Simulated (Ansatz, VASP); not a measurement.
## One calculation of NaSb2Au, two programs

POSCAR

```
NaSb2Au
1.0
    4.3573000000      0.0000000000      0.0000000000
   -2.1786500000      3.7735400000      0.0000000000
    0.0000000000      0.0000000000      6.8184700000
Na Sb Au
1 2 1
Direct
    0.0000000000      0.0000000000      0.5000000000
    0.6666700000      0.3333300000      0.8163200000
    0.3333300000      0.6666700000      0.1836800000
    0.0000000000      0.0000000000      0.0000000000
```

The input INCAR.step1:

```
PREC     = Accurate       # precision mode
ENCUT    = 520            # plane-wave cutoff, eV
EDIFF    = 1E-5           # SCF threshold, eV
ISMEAR   = -1             # smearing method
SIGMA    = 0.05           # smearing width, eV
LREAL    = False          # projectors in reciprocal space
LASPH    = True           # aspherical terms in the spheres
NELM     = 80             # most SCF steps
ALGO     = Normal         # electronic algorithm
ISIF     = 2              # what is computed and relaxed
LWAVE    = True           # write WAVECAR
LCHARG   = False          # write CHGCAR
NBANDS   = 22             # bands
GGA      = PE             # functional
```

INCAR.step2

```
PREC     = Accurate       # precision mode
ENCUT    = 520            # plane-wave cutoff, eV
EDIFF    = 1E-6           # SCF threshold, eV
ISMEAR   = -1             # smearing method
SIGMA    = 0.05           # smearing width, eV
LREAL    = False          # projectors in reciprocal space
LASPH    = True           # aspherical terms in the spheres
NELM     = 80             # most SCF steps
ALGO     = Normal         # electronic algorithm
ISIF     = 2              # what is computed and relaxed
LWAVE    = False          # write WAVECAR
LCHARG   = False          # write CHGCAR
GGA      = PE             # functional
LHFCALC  = True           # exact exchange
HFSCREEN = 0.2            # screening, 1/A
AEXX     = 0.1            # exact-exchange fraction
PRECFOCK = Fast         
NBANDS   = 22             # bands
ISTART   = 1
```

Contents of KPOINTS:

```
regular mesh
0
Gamma
  4 4 2
```

Contents of input.yaml:

```yaml
crystal:
  lattice:
    - [4.3573, 0.0, 0.0]
    - [-2.17865, 3.77354, 0.0]
    - [0.0, 0.0, 6.81847]
  atoms:
    - { symbol: Na, position: [0.0, 0.0, 0.5] }
    - { symbol: Sb, position: [0.66667, 0.33333, 0.81632] }
    - { symbol: Sb, position: [0.33333, 0.66667, 0.18368] }
    - { symbol: Au, position: [0.0, 0.0, 0.0] }
hamiltonian:
  xc: { exchange: pbe, correlation: pbe, exx: { coeff: 0.1, omega: 0.2 } }
  pseudopotentials: { kind: paw }
kpoints:
  mp_grid: { grid: [4, 4, 2] }
scf:
  occupations: { method: fermi_dirac, width: 0.05 }
output:
  forces: true
  stress: true
  eigenvalues: true
```

The cell was built by a generator and needn't be a form met in nature.

Alike in both runs: task single point; functional HSE(alpha, omega); k mesh 4 × 4 × 2; occupations fermi-dirac, width 0.05 eV; no spin polarisation.

|  | VASP | Ansatz |
| --- | --- | --- |
| version | VASP 6.6.1 | Ansatz 0.2.0 |
| potentials or method | VASP PAW PBE potentials, release 64 (Na_pv, Sb, Au) | Ansatz PAW |
| plane-wave cutoff (eV) | 520 | 420 |
| valence electrons in the cell | 28 | 58 |

```csv
,VASP,Ansatz,Ansatz less VASP
gap on the k mesh at the Fermi level (eV),none,none,-
pressure (GPa),-0.6,-0.4,+0.21
largest component of the traceless stress (GPa),0.91,0.89,-0.021
rms of the force components (eV/Å),0.030,0.013,-0.0171
```

Atom by atom the forces differ by 0.017 eV/Å (rms over components). A gap of «none» marks a metal or a gap that the smearing closes. With one functional, cell and mesh, what is left measures potentials, basis and numerics. The two sets of potentials don't hold the same shells in valence.

Caveats: the k mesh is coarse (spacing up to 0.46 Å⁻¹), so the values aren't converged, least of all with exact exchange; the PAW data sets were made with another functional, which shifts forces and pressure a little (VASP); the PAW data sets come from PBE, with cores solved anew for the run's functional, which leaves a small shift of forces and pressure (Ansatz); the thresholds are loose for stress (Ansatz). The runs have no spin-orbit coupling, so splittings on Au, Sb are missing.
